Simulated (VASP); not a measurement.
# CdF2: transverse stress against strain

CdF2 (fluorite, Fm-3m, 13.111 Å³/atom and stress up to 0.27 GPa in the relaxed cell, cube axes along x, y and z) under a strain ε along a cube axis (axis z), the other axes held. PBEsol in VASP (plane waves, PAW), 600 eV, 10×10×10 Γ-centred mesh, Gaussian smearing 0.05 eV; ions are relaxed, or left where forces stay under 0.02 eV/Å, within the symmetry of each cell. Stress is positive for a compressed cell.

Here s stands for strain and y for stress xx.

```csv
strain (%),stress xx (GPa)
-3.00,?
-1.50,0.87
-1.00,0.48
-0.50,0.10
0.00,-0.27
0.50,-0.63
1.00,-0.97
1.50,-1.30
```

**Question.** Fit y against s with a straight line, and predict the withheld value at s = -3.00.

**Answer.** Means: s 0, y -0.246. About the means, the sum of products is -5.0700 and the sum of squares of s is 7.0000; the slope is their ratio. Least squares gives y = -0.246 - 0.7243·s. Residuals (row less fit): 0.030, 0.002, -0.016, -0.024, -0.022, 0.000, 0.032; standard error 0.025 (degrees of freedom: 5). The slope gives the elastic constant C12 = 72.4 ± 1.0 GPa (± standard error of the fit, which holds the terms cut off). At the withheld row, y = -0.246 - 0.7243 × (-3.0) = 1.927 GPa. The calculation gives 2.14 GPa, 0.213 GPa above the prediction (6.2 % of the range of y in the table). The row lies outside the fitted rows, so this is an extrapolation. From the scatter of the fitted rows alone, a prediction at this place has a standard error of 0.040 GPa, so the miss is 5.3 times that.

A polynomial of degree 2 through the 12 other runs of the series gives 2.13 there, so most of the miss is curvature that the fit leaves out. Rows are the converged runs of the series near zero and its far end, less any whose ions stayed unrelaxed beside relaxed ones; series whose fitted rows scatter by over a few per cent of the range, as at a crossing or softening among them, aren't shown in this form. Most that stay on the fit to the last digits aren't either.
